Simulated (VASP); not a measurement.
Input:

```
CELL_PARAMETERS angstrom
      1.51738    -2.62817     0.00000
      1.51738     2.62817     0.00000
      0.00000     0.00000     3.43540
ATOMIC_POSITIONS crystal
  Mg 0.00000 0.00000 0.00000
  B  0.33333 0.66667 0.50000
  B  0.66667 0.33333 0.50000
```

These are LDA (Ceperley-Alder, Perdew-Zunger), VASP's LDA PAW potentials (set 64) (plane waves; VASP) values and carry that method's errors. Run with 620 eV cut-off, 12×12×9 Γ-centred mesh, first-order Methfessel-Paxton smearing of 0.10 eV, potentials Mg B.

Energy and stress use the plane-wave basis of the starting cell.

The ions, cell shape and volume at an external pressure of 5.0 GPa are relaxed. Which structure does the run end with?

```
CELL_PARAMETERS angstrom
      1.50561    -2.60779     0.00000
      1.50561     2.60779     0.00000
      0.00000     0.00000     3.39107
ATOMIC_POSITIONS crystal
  Mg 0.00000 0.00000 0.00000
  B  0.33333 0.66667 0.50000
  B  0.66667 0.33333 0.50000
```
Space group P6/mmm (191), at a tolerance of 0.03 Å.

How do energy and volume change from the first to the last step?

The energy (σ→0) changes by +4.1 meV/atom and the volume by -2.8 %, in 4 ionic steps.

The compound is MgB2 in the AlB2 type structure. This run relaxes it under an external pressure of 5 GPa. Symmetry was kept, so distortions that lower it aren't found.
